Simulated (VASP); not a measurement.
SnPt, 4 atoms in the cell. The structure is hexagonal, space group P6_3/mmc (No. 194). The conventional cell has a = 4.092 Å, b = 4.092 Å, c = 5.405 Å, α = 90.00°, β = 90.00°, γ = 120.00°. Sn (site symmetry -6m2) is surrounded by 6 Pt at 2.72 Å. Pt (site symmetry -3m) is surrounded by 2 Pt at 2.70 Å and 6 Sn at 2.72 Å.  The cell isn't the ideal one: relaxed again under DFT LDA, scalar-relativistic, plane waves, PAW.

* Program: VASP 6.6.1
* Task: single point
* Functional: LDA
* Potentials or basis: VASP PAW LDA potentials, release 64 (Sn_d, Pt)
* Cutoff: 520 eV
* k mesh: 12 × 12 × 8
* Occupations: gaussian, width 0.1 eV
* Spin: no spin polarisation
* Dipole correction: no
* Further INCAR settings: ALGO = Fast; EDIFF = 1e-07; NBANDS = 32

Potentials or basis: VASP PAW LDA potentials, release 64 (Sn_d, Pt).

The run is started by

```console
$ cat potpaw_LDA.64/Sn_d/POTCAR potpaw_LDA.64/Pt/POTCAR > POTCAR
$ mpirun -np 1 vasp_std > vasp.out
```

Hardware: 1 thread of Intel(R) Xeon(R) Platinum 8375C CPU @ 2.90GHz (Ice Lake), on a shared host.

Q: Estimate the wall time of this run.

A: Run time: 2.7 min on 1 thread of Intel(R) Xeon(R) Platinum 8375C CPU @ 2.90GHz (Ice Lake), with other jobs on the host, peak memory 0.31 GiB. Counts: scf iterations 16, k points 95.
